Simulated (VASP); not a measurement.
A run of VASP 6.6.1 is set up as follows.

Contents of INCAR:

```
  ALGO = Normal
  EDIFF = 1E-5
  ENCUT = 450
  GGA = PS
  ISIF = 2
  ISMEAR = 0
  ISPIN = 2
  KPAR = 4
  LASPH = True
  LCHARG = False
  LDAU = True
  LDAUJ = 0 0 0
  LDAUL = 2 -1 -1
  LDAUPRINT = 1
  LDAUTYPE = 2
  LDAUU = 3 0 0
  LMAXMIX = 4
  LORBIT = 11
  LREAL = Auto
  LWAVE = False
  MAGMOM = 1 0 0 0 0 0 0 0 0 0 0 0 0 0 0 0 0 0 0 0 0 0 0 0 0 0 0 0 0 0 0 0
  NBANDS = 94
  NELM = 120
  NUPDOWN = 1
  PREC = Accurate
  SIGMA = 0.03
```

KPOINTS

```
k-points
0
Gamma
  3 3 2
```

Contents of POSCAR:

```
TiAl15N16
1.0
    6.2200008610      0.0000000000      0.0000000000
   -3.1100004305      5.3866787572      0.0000000000
    0.0000000000      0.0000000000      9.9600000000
Ti Al N
1 15 16
Direct
    0.3333333333      0.1666666667      0.0000000000
    0.3333333333      0.1666666667      0.5000000000
    0.3333333333      0.6666666667      0.0000000000
    0.3333333333      0.6666666667      0.5000000000
    0.8333333333      0.1666666667      0.0000000000
    0.8333333333      0.1666666667      0.5000000000
    0.8333333333      0.6666666667      0.0000000000
    0.8333333333      0.6666666667      0.5000000000
    0.1666666667      0.3333333333      0.2500000000
    0.1666666667      0.3333333333      0.7500000000
    0.1666666667      0.8333333333      0.2500000000
    0.1666666667      0.8333333333      0.7500000000
    0.6666666667      0.3333333333      0.2500000000
    0.6666666667      0.3333333333      0.7500000000
    0.6666666667      0.8333333333      0.2500000000
    0.6666666667      0.8333333333      0.7500000000
    0.3333333333      0.1666666667      0.1910000000
    0.3333333333      0.1666666667      0.6910000000
    0.3333333333      0.6666666667      0.1910000000
    0.3333333333      0.6666666667      0.6910000000
    0.8333333333      0.1666666667      0.1910000000
    0.8333333333      0.1666666667      0.6910000000
    0.8333333333      0.6666666667      0.1910000000
    0.8333333333      0.6666666667      0.6910000000
    0.1666666667      0.3333333333      0.4410000000
    0.1666666667      0.3333333333      0.9410000000
    0.1666666667      0.8333333333      0.4410000000
    0.1666666667      0.8333333333      0.9410000000
    0.6666666667      0.3333333333      0.4410000000
    0.6666666667      0.3333333333      0.9410000000
    0.6666666667      0.8333333333      0.4410000000
    0.6666666667      0.8333333333      0.9410000000
```

Potentials or basis: VASP PAW PBE potentials, release 64 (Ti_sv, Al, N).

Launch:

```sh
$ cat potpaw_PBE.64/Ti_sv/POTCAR potpaw_PBE.64/Al/POTCAR potpaw_PBE.64/N/POTCAR > POTCAR
$ mpirun -np 4 vasp_std > vasp.out
```

**Question.** Predict the largest force.

**Answer.** 2.574 eV/Å.

Eigenvalues of the final occupation matrices:
| site | spin | trace | eigenvalues |
| --- | --- | --- | --- |
| site 1 d | 1 | 1.43 | 0.21 0.21 0.22 0.40 0.40 |
| site 1 d | 2 | 0.73 | 0.07 0.07 0.20 0.20 0.20 |

Caveat: the k mesh is coarse (spacing up to 0.39 Å⁻¹), so the values aren't converged; the PAW data sets were made with another functional, which shifts forces and pressure a little; the total moment is fixed, so each spin has its own Fermi level. The state reached can hang on the start; a lower one may exist.
